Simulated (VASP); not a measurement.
Consider the following.

```
CELL_PARAMETERS angstrom
      2.72655     0.00000     0.00000
      0.00000     2.72655     0.00000
      0.00000     0.00000     3.54888
ATOMIC_POSITIONS crystal
  Cu 0.00000 0.00000 0.00000
  Au 0.50000 0.50000 0.50000
```

All values below come from LDA (Ceperley-Alder, Perdew-Zunger), VASP's LDA PAW potentials (set 64) (plane waves; VASP). Settings: 500 eV cut-off, 13×13×10 Γ-centred mesh, first-order Methfessel-Paxton smearing of 0.10 eV, potentials Cu Au.

Energy and stress use the plane-wave basis of the starting cell.

Problem. The ions, cell shape and volume at an external pressure of 20.0 GPa are relaxed. Which structure does the run end with?

Solution. 
```
CELL_PARAMETERS angstrom
      2.70573     0.00000     0.00000
      0.00000     2.70573     0.00000
      0.00000     0.00000     3.46902
ATOMIC_POSITIONS crystal
  Cu 0.00000 0.00000 0.00000
  Au 0.50000 0.50000 0.50000
```
Space group P4/mmm (123), at a tolerance of 0.03 Å.

Problem. How do energy and volume change from the first to the last step?

Solution. The energy (σ→0) changes by +45.5 meV/atom and the volume by -3.7 %, in 7 ionic steps.

The compound is CuAu in the L1_0 structure. This run relaxes it under an external pressure of 20 GPa. Symmetry was kept, so distortions that lower it aren't found.
